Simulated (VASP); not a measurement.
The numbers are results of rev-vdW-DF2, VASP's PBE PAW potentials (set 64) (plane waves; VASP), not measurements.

VASP ran on this input.

**INCAR**
```
# general
SYSTEM   = KZnF3
PREC     = Accurate
ENCUT    = 520
LREAL    = .False.
LASPH    = .True.

# electronic loop
EDIFF    = 1E-7
NELM     = 100
ALGO     = Normal
LMAXMIX  = 4

# smearing
ISMEAR   = 0
SIGMA    = 0.05

# functional
GGA      = MK
LUSE_VDW = .True.
AGGAC    = 0.0
PARAM1   = 0.1234568
PARAM2   = 0.7114
ZAB_VDW  = -1.8867

# ions
ISIF     = 2

# output
LWAVE    = .False.
LCHARG   = .False.
```

KPOINTS:
```
Automatic mesh
0
Gamma
6 6 6
0 0 0
```

### POSCAR
```
KZnF3
1
    3.9992269227     0.0000000000     0.0000000000
    0.0000000000     3.9992269227     0.0000000000
    0.0000000000     0.0000000000     3.9992269227
K Zn F
1 1 3
Direct
  0.0000000000   0.0000000000   0.0000000000
  0.5000000000   0.5000000000   0.5000000000
  0.5000000000   0.0000000000   0.5000000000
  0.0000000000   0.5000000000   0.5000000000
  0.5000000000   0.5000000000   0.0000000000
```

POTCAR, in this order: K_sv Zn F (PBE.64 set). Program: vasp_std.

The resulting files:

OSZICAR:
```
       N       E                     dE             d eps       ncg     rms          rms(c)
DAV:   1     0.473938931525E+03    0.47394E+03   -0.22933E+04  1000   0.207E+03
DAV:   2     0.240569936813E+02   -0.44988E+03   -0.43866E+03  1177   0.508E+02
DAV:   3    -0.122975993984E+02   -0.36355E+02   -0.36219E+02  1190   0.158E+02
DAV:   4    -0.131058388784E+02   -0.80824E+00   -0.80745E+00  1607   0.217E+01
DAV:   5    -0.131178754296E+02   -0.12037E-01   -0.12031E-01  1296   0.205E+00    0.125E+01
DAV:   6    -0.109189180112E+02    0.21990E+01   -0.80894E+00  1508   0.397E+01    0.802E+00
DAV:   7    -0.109732595019E+02   -0.54341E-01   -0.13880E+00  1047   0.838E+00    0.505E+00
DAV:   8    -0.109818436424E+02   -0.85841E-02   -0.53175E-01  1369   0.156E+01    0.157E+00
DAV:   9    -0.109524696565E+02    0.29374E-01   -0.77139E-02  1567   0.786E+00    0.724E-01
DAV:  10    -0.109465250055E+02    0.59447E-02   -0.95105E-02  1430   0.806E+00    0.284E-01
DAV:  11    -0.109464172230E+02    0.10778E-03   -0.14085E-02  1235   0.136E+00    0.132E-01
DAV:  12    -0.109465024856E+02   -0.85263E-04   -0.54871E-04  1125   0.210E-01    0.127E-01
DAV:  13    -0.109463988311E+02    0.10365E-03   -0.73487E-04  1165   0.107E+00    0.950E-02
DAV:  14    -0.109462996538E+02    0.99177E-04   -0.72693E-04  1231   0.220E-01    0.237E-02
DAV:  15    -0.109462982674E+02    0.13865E-05   -0.50142E-05  1268   0.162E-01    0.868E-03
DAV:  16    -0.109462979968E+02    0.27057E-06   -0.60974E-06  1515   0.535E-02    0.217E-03
DAV:  17    -0.109462980346E+02   -0.37800E-07   -0.19023E-06  1395   0.374E-02    0.208E-03
DAV:  18    -0.109462979776E+02    0.56965E-07   -0.89502E-07  1341   0.193E-02
   1 F= -.10946298E+02 E0= -.10946298E+02  d E =-.738463E-15
```

### OUTCAR
```
------------------------ aborting loop because EDIFF is reached ----------------------------------------
  FORCE on cell =-STRESS in cart. coord.  units (eV):
  Direction    XX          YY          ZZ          XY          YZ          ZX
  --------------------------------------------------------------------------------------
  Total        2.2688730      2.2688730      2.2688730      0.0000000      0.0000000     -0.0000000
  in kB       56.8319599     56.8319599     56.8319599      0.0000000      0.0000000     -0.0000000
  external PRESSURE =      56.8319599 kB  Pullay stress =       0.0000000 kB
  volume of cell :       63.96
      direct lattice vectors                 reciprocal lattice vectors
     3.999226923  0.000000000  0.000000000     0.250048327  0.000000000  0.000000000
     0.000000000  3.999226923  0.000000000     0.000000000  0.250048327  0.000000000
     0.000000000  0.000000000  3.999226923     0.000000000  0.000000000  0.250048327
 POSITION                                       TOTAL-FORCE (eV/Angst)
 -----------------------------------------------------------------------------------
      0.00000      0.00000      0.00000         0.000000      0.000000      0.000000
      1.99961      1.99961      1.99961         0.000000      0.000000      0.000000
      1.99961      0.00000      1.99961         0.000000      0.000000      0.000000
      0.00000      1.99961      1.99961         0.000000      0.000000      0.000000
      1.99961      1.99961      0.00000         0.000000      0.000000      0.000000
 -----------------------------------------------------------------------------------
    total drift:                                0.000000      0.000000     -0.000000
  FREE ENERGIE OF THE ION-ELECTRON SYSTEM (eV)
  ---------------------------------------------------
  free  energy   TOTEN  =       -10.9462979776 eV

  energy  without entropy=      -10.9462979776  energy(sigma->0) =      -10.94629798
```
(Selected blocks of OUTCAR.)

The compound is KZnF3 in the cubic perovskite structure. This cell is one point of a volume scan, at 0.94 of the reference volume.
